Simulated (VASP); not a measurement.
Level of theory: PBE GGA, VASP's PBE PAW potentials (set 64) (plane waves; VASP 6.6.1).

The input files of a VASP run:

### KPOINTS
```
kpoints
0
Gamma
 5 5 1
```

File POSCAR:
```
Bi2Te3
1
    4.4479920443     0.0000000000     0.0000000000
   -2.2239960222     3.8520738253     0.0000000000
   -0.0000000000    -0.0000000000    31.7624176289
Bi Te
6 9
Direct
  0.3333330000   0.6666670000   0.2689616623
  0.3333330000   0.6666670000   0.0643723377
  0.0000000000   1.0000000000   0.6022946623
  0.0000000000   0.0000000000   0.3977053377
  0.6666670000   0.3333330000   0.9356276623
  0.6666670000   0.3333330000   0.7310383377
  0.0000000000   0.0000000000   0.0000000000
  0.6666670000   0.3333330000   0.1186810397
  0.0000000000   0.0000000000   0.2146519603
  0.6666670000   0.3333330000   0.3333330000
  0.3333330000   0.6666670000   0.4520150397
  0.6666670000   0.3333330000   0.5479849603
  0.3333330000   0.6666670000   0.6666670000
  0.0000000000   0.0000000000   0.7853480397
  0.3333330000   0.6666670000   0.8813189603
```

### INCAR
```
! general
SYSTEM  = Bi2Te3
PREC    = Accurate
ENCUT   = 480
LREAL   = Auto
LASPH   = .TRUE.

! electronic loop
EDIFF   = 1E-6
NELM    = 100
ALGO    = Normal
LMAXMIX = 4

! smearing
ISMEAR  = 0
SIGMA   = 0.05

! functional
GGA     = PE

! ions
IBRION  = 2
NSW     = 60
ISIF    = 3
EDIFFG  = -0.02

! output
LWAVE   = .FALSE.
LCHARG  = .FALSE.
```

POTCAR, in this order: Bi_d Te (PBE.64 set). Program: vasp_std.

The resulting files:

### OSZICAR
```
       N       E                     dE             d eps       ncg     rms          rms(c)
DAV:   1     0.138548092758E+04    0.13855E+04   -0.61360E+04   860   0.151E+03
DAV:   2     0.122077388120E+03   -0.12634E+04   -0.12252E+04   924   0.397E+02
DAV:   3    -0.457698203067E+02   -0.16785E+03   -0.16153E+03  1034   0.168E+02
DAV:   4    -0.556018244761E+02   -0.98320E+01   -0.96938E+01   970   0.407E+01
DAV:   5    -0.561967859802E+02   -0.59496E+00   -0.59360E+00  1256   0.959E+00    0.113E+01
DAV:   6    -0.551748622285E+02    0.10219E+01   -0.21193E+00  1026   0.546E+00    0.908E+00
DAV:   7    -0.552213747756E+02   -0.46513E-01   -0.10848E+00  1080   0.270E+00    0.200E+00
DAV:   8    -0.552278013437E+02   -0.64266E-02   -0.15453E-01   992   0.124E+00    0.123E+00
DAV:   9    -0.552229540263E+02    0.48473E-02   -0.13283E-02   992   0.516E-01    0.799E-01
DAV:  10    -0.552240294148E+02   -0.10754E-02   -0.13133E-02  1034   0.337E-01    0.230E-01
DAV:  11    -0.552241687114E+02   -0.13930E-03   -0.80416E-04  1024   0.903E-02    0.218E-01
DAV:  12    -0.552241445200E+02    0.24191E-04   -0.19722E-04  1020   0.393E-02    0.592E-02
DAV:  13    -0.552241487809E+02   -0.42609E-05   -0.65287E-05   952   0.204E-02    0.157E-02
DAV:  14    -0.552241510539E+02   -0.22730E-05   -0.11950E-05   882   0.112E-02    0.997E-03
DAV:  15    -0.552241498085E+02    0.12454E-05   -0.21252E-06   704   0.508E-03    0.477E-03
DAV:  16    -0.552241495732E+02    0.23533E-06   -0.48909E-07   514   0.359E-03
   1 F= -.55224150E+02 E0= -.55224150E+02  d E =-.552241E+02
```

### OUTCAR
```
------------------------ aborting loop because EDIFF is reached ----------------------------------------
  FORCE on cell =-STRESS in cart. coord.  units (eV):
  Direction    XX          YY          ZZ          XY          YZ          ZX
  --------------------------------------------------------------------------------------
  Total        0.0038536      0.0038536      0.2710106     -0.0000000      0.0000000     -0.0000000
  in kB        0.0113451      0.0113451      0.7978562     -0.0000000      0.0000000     -0.0000000
  external PRESSURE =       0.2735155 kB  Pullay stress =       0.0000000 kB
  volume of cell :      544.22
      direct lattice vectors                 reciprocal lattice vectors
     4.447992044  0.000000000  0.000000000     0.224820546  0.129800212  0.000000000
    -2.223996022  3.852073825  0.000000000     0.000000000  0.259600424  0.000000000
     0.000000000  0.000000000 31.762417629     0.000000000  0.000000000  0.031483749
 POSITION                                       TOTAL-FORCE (eV/Angst)
 -----------------------------------------------------------------------------------
     -0.00000      2.56805      8.54287         0.000000     -0.000000     -0.005929
     -0.00000      2.56805      2.04462        -0.000000      0.000000      0.005929
      0.00000      0.00000     19.13033         0.000000     -0.000000     -0.005929
      0.00000      0.00000     12.63208        -0.000000      0.000000      0.005929
      2.22400      1.28402     29.71780         0.000000      0.000000     -0.005929
      2.22400      1.28402     23.21954        -0.000000      0.000000      0.005929
      0.00000      0.00000      0.00000        -0.000000      0.000000      0.000000
      2.22400      1.28402      3.76960         0.000000     -0.000000     -0.005065
      0.00000      0.00000      6.81787        -0.000000      0.000000      0.005065
      2.22400      1.28402     10.58746         0.000000     -0.000000      0.000000
     -0.00000      2.56805     14.35709         0.000000     -0.000000     -0.005065
      2.22400      1.28402     17.40533        -0.000000      0.000000      0.005065
     -0.00000      2.56805     21.17496         0.000000      0.000000      0.000000
      0.00000      0.00000     24.94455         0.000000     -0.000000     -0.005065
     -0.00000      2.56805     27.99282        -0.000000      0.000000      0.005065
 -----------------------------------------------------------------------------------
    total drift:                                0.000000      0.000000      0.000000
  FREE ENERGIE OF THE ION-ELECTRON SYSTEM (eV)
  ---------------------------------------------------
  free  energy   TOTEN  =       -55.2241495732 eV

  energy  without entropy=      -55.2241495732  energy(sigma->0) =      -55.22414957

 reached required accuracy - stopping structural energy minimisation
```
(Selected blocks of OUTCAR.)

OUTCAR:
```
 val. band max:        5.1876468540   @ k =   0.0000   0.0000   0.0000

 cond. band min:       5.6541435130   @ k =   0.0000   0.0000   0.0000


 Fermi energy:         5.4031085729

 k-point     1 :       0.0000    0.0000    0.0000
  band No.  band energies     occupation
      1     -17.7892      2.00000
      2     -17.7892      2.00000
      3     -17.7892      2.00000
      4     -17.7892      2.00000
      5     -17.7891      2.00000
      6     -17.7891      2.00000
      7     -17.7880      2.00000
      8     -17.7880      2.00000
      9     -17.7880      2.00000
     10     -17.7880      2.00000
     11     -17.7879      2.00000
     12     -17.7879      2.00000
     13     -17.7838      2.00000
     14     -17.7838      2.00000
     15     -17.7837      2.00000
     16     -17.7827      2.00000
     17     -17.7827      2.00000
     18     -17.7826      2.00000
     19     -17.7798      2.00000
     20     -17.7798      2.00000
     21     -17.7798      2.00000
     22     -17.7798      2.00000
     23     -17.7797      2.00000
     24     -17.7797      2.00000
     25     -17.7785      2.00000
     26     -17.7785      2.00000
     27     -17.7785      2.00000
     28     -17.7784      2.00000
     29     -17.7783      2.00000
     30     -17.7783      2.00000
     31      -7.6527      2.00000
     32      -7.6057      2.00000
     33      -7.6056      2.00000
     34      -7.1785      2.00000
     35      -7.1785      2.00000
     36      -7.0750      2.00000
     37      -5.6387      2.00000
     38      -5.4644      2.00000
     39      -5.4642      2.00000
     40      -3.9312      2.00000
     41      -3.9310      2.00000
     42      -3.5703      2.00000
     43      -2.9030      2.00000
     44      -2.6293      2.00000
     45      -2.6292      2.00000
     46       2.9571      2.00000
     47       2.9574      2.00000
     48       3.3062      2.00000
     49       3.4105      2.00000
     50       3.6720      2.00000
     51       3.6721      2.00000
...
```

Without a dispersion term in the relaxation, distances and binding between the weakly bound layers, chains or molecules are unreliable, and so is what depends on them. Unless said otherwise, spin-orbit coupling is left out, though it shifts the bands of the heavy elements here.

The compound is Bi2Te3 in the tetradymite structure. It was relaxed first, which changed the volume by +7 %. The start is the result of an earlier pass.
